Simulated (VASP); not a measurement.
Input:

```yaml
crystal:
  lattice:
    - [0.00000, 3.14429, 3.14429]
    - [3.14429, 0.00000, 3.14429]
    - [3.14429, 3.14429, 0.00000]
  atoms:
    - { symbol: In, position: [0.75000, 0.75000, 0.75000] }
    - { symbol: In, position: [0.50000, 0.50000, 0.50000] }
```

Level of theory: PBE GGA, VASP's PBE PAW potentials (set 64) (plane waves; VASP 6.6.1). Numerical set-up: 300 eV cut-off, 7×7×7 Γ-centred mesh, Fermi-Dirac smearing of 0.14 eV, potentials In_d.

At this cut-off the stress carries a Pulay error, which pulls relaxed volumes low. Unless said otherwise, spin-orbit coupling is left out, though it shifts the bands of the heavy elements here.

Task: Estimate the energy per atom (σ→0), pressure, band gap (on the k-mesh) with the smallest direct gap where there is one.

Result: 
| Quantity | Value |
|---|---|
| band gap (on the k-mesh) | none (metal, semimetal or under 0.01 eV) |
| energy per atom (σ→0) | -2.083 eV/atom |
| pressure | 7.34 GPa |

The structure was generated: In was put into an ordered model structure, which need not be its known phase. The cell was not relaxed at this level.
